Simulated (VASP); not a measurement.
Method: PBE GGA with D3 dispersion (Becke-Johnson damping), VASP's PBE PAW potentials (set 64) (plane waves; VASP).

The input files of a VASP run:

POSCAR:
```
CsPbBr3
1
    5.9887394920     0.0000000000     0.0000000000
    0.0000000000     5.9887394920     0.0000000000
    0.0000000000     0.0000000000     5.9887394920
Cs Pb Br
1 1 3
Direct
  0.0000000000   0.0000000000   0.0000000000
  0.5000000000   0.5000000000   0.5000000000
  0.5000000000   0.0000000000   0.5000000000
  0.0000000000   0.5000000000   0.5000000000
  0.5000000000   0.5000000000   0.0000000000
```

**INCAR**
```
LCHARG = .FALSE.
LWAVE = .FALSE.
LMAXMIX = 4
SIGMA = 0.05   # width (eV)
SYSTEM = CsPbBr3
ENCUT = 520   # plane-wave cut-off (eV)
LASPH = .TRUE.
NELM = 100
PREC = Accurate
EDIFF = 1E-7   # SCF stop (eV)
IVDW = 12
ISMEAR = 0   # Gaussian
LREAL = .FALSE.   # projection in real space or not
GGA = PE   # PBE
ISIF = 2
ALGO = Normal
```

### KPOINTS
```
kpoints
0
Gamma
 4 4 4
0 0 0
```

POTCAR, in this order: Cs_sv Pb_d Br (PBE.64 set). Program: vasp_std.

The resulting files:

File OUTCAR:
```
 ion  position               nearest neighbor table
   1  0.000  0.000  0.000-
   2  0.500  0.500  0.500-   3 2.99   4 2.99   5 2.99   5 2.99   3 2.99   4 2.99
   3  0.500  0.000  0.500-   2 2.99   2 2.99
   4  0.000  0.500  0.500-   2 2.99   2 2.99
   5  0.500  0.500  0.000-   2 2.99   2 2.99
  LATTYP: Found a simple cubic cell.
 ALAT       =     5.9887394920
 Subroutine PRICEL returns:
 Original cell was already a primitive cell.
 Subroutine GETGRP returns: Found 48 space group operations
The static configuration has the point symmetry O_h .
The dynamic configuration has the point symmetry O_h .
 Subroutine INISYM returns: Found 48 space group operations
 Subroutine IBZKPT returns following result:
 Found     10 irreducible k-points:

 Following reciprocal coordinates:
            Coordinates               Weight
  0.000000  0.000000  0.000000      1.000000
  0.250000  0.000000  0.000000      6.000000
  0.500000  0.000000  0.000000      3.000000
  0.250000  0.250000  0.000000     12.000000
  0.500000  0.250000  0.000000     12.000000
  0.500000  0.500000  0.000000      3.000000
  0.250000  0.250000  0.250000      8.000000
  0.500000  0.250000  0.250000     12.000000
  0.500000  0.500000  0.250000      6.000000
  0.500000  0.500000  0.500000      1.000000
   k-points           NKPTS =     10   k-points in BZ     NKDIM =     10   number of bands    NBANDS=     26
   number of dos      NEDOS =    301   number of ions     NIONS =      5
   total plane-waves  NPLWV = 110592
   dimension x,y,z NGX =    48 NGY =   48 NGZ =   48
   dimension x,y,z NGXF=    96 NGYF=   96 NGZF=   96
   ions per type =               1   1   3
   PREC   = accura    normal or accurate (medium, high low for compatibility)
   ISTART =      0    job   : 0-new  1-cont  2-samecut
   ICHARG =      2    charge: 1-file 2-atom 10-const
   ISPIN  =      1    spin polarized calculation?
   LNONCOLLINEAR =      F non collinear calculations
...
```

File OSZICAR:
```
       N       E                     dE             d eps       ncg     rms          rms(c)
DAV:   1     0.402931712080E+03    0.40293E+03   -0.18594E+04   520   0.148E+03
DAV:   2     0.309258617654E+02   -0.37201E+03   -0.36361E+03   652   0.332E+02
DAV:   3    -0.147155604211E+02   -0.45641E+02   -0.45331E+02   622   0.125E+02
DAV:   4    -0.164900211353E+02   -0.17745E+01   -0.17695E+01   678   0.334E+01
DAV:   5    -0.165392196355E+02   -0.49199E-01   -0.49149E-01   640   0.439E+00    0.394E+00
DAV:   6    -0.159176645225E+02    0.62156E+00   -0.11579E+00   742   0.105E+01    0.227E+00
DAV:   7    -0.158611517754E+02    0.56513E-01   -0.56800E-01   762   0.417E+00    0.101E+00
DAV:   8    -0.158717876754E+02   -0.10636E-01   -0.69179E-02   644   0.223E+00    0.191E-01
DAV:   9    -0.158712470175E+02    0.54066E-03   -0.12315E-02   730   0.842E-01    0.107E-01
DAV:  10    -0.158716131453E+02   -0.36613E-03   -0.11610E-03   572   0.204E-01    0.436E-02
DAV:  11    -0.158717084389E+02   -0.95294E-04   -0.20313E-04   594   0.110E-01    0.841E-03
DAV:  12    -0.158717090887E+02   -0.64985E-06   -0.29922E-05   724   0.567E-02    0.578E-03
DAV:  13    -0.158717091133E+02   -0.24630E-07   -0.29615E-06   714   0.132E-02    0.272E-03
DAV:  14    -0.158717092919E+02   -0.17853E-06   -0.55404E-07   656   0.688E-03    0.471E-04
DAV:  15    -0.158717093348E+02   -0.42945E-07   -0.23412E-08   354   0.157E-03
   1 F= -.16904737E+02 E0= -.16904737E+02  d E =-.110494E-10
```

File OUTCAR:
```
------------------------ aborting loop because EDIFF is reached ----------------------------------------
 Edisp (eV)   -1.03303
  FORCE on cell =-STRESS in cart. coord.  units (eV):
  Direction    XX          YY          ZZ          XY          YZ          ZX
  --------------------------------------------------------------------------------------
  Total      -0.76471    -0.76471    -0.76471    -0.00000     0.00000    -0.00000
  in kB      -5.70428    -5.70428    -5.70428    -0.00000     0.00000    -0.00000
  external pressure =       -5.70 kB  Pullay stress =        0.00 kB
  volume of cell :      214.79
      direct lattice vectors                 reciprocal lattice vectors
     5.988739492  0.000000000  0.000000000     0.166980047  0.000000000  0.000000000
     0.000000000  5.988739492  0.000000000     0.000000000  0.166980047  0.000000000
     0.000000000  0.000000000  5.988739492     0.000000000  0.000000000  0.166980047
 POSITION                                       TOTAL-FORCE (eV/Angst)
 -----------------------------------------------------------------------------------
      0.00000      0.00000      0.00000         0.000000      0.000000      0.000000
      2.99437      2.99437      2.99437         0.000000      0.000000      0.000000
      2.99437      0.00000      2.99437         0.000000      0.000000      0.000000
      0.00000      2.99437      2.99437         0.000000      0.000000      0.000000
      2.99437      2.99437      0.00000         0.000000      0.000000      0.000000
 -----------------------------------------------------------------------------------
    total drift:                                0.000000     -0.000000     -0.000000
  FREE ENERGIE OF THE ION-ELECTRON SYSTEM (eV)
  ---------------------------------------------------
  free  energy   TOTEN  =       -16.9047373086 eV

  energy  without entropy=      -16.9047373086  energy(sigma->0) =      -16.90473731
```
(Selected blocks of OUTCAR.)

The compound is CsPbBr3 in the cubic perovskite structure, the ideal cubic form; the compound distorts at low or room temperature. This cell is one point of a volume scan, at 1.03 of the reference volume.
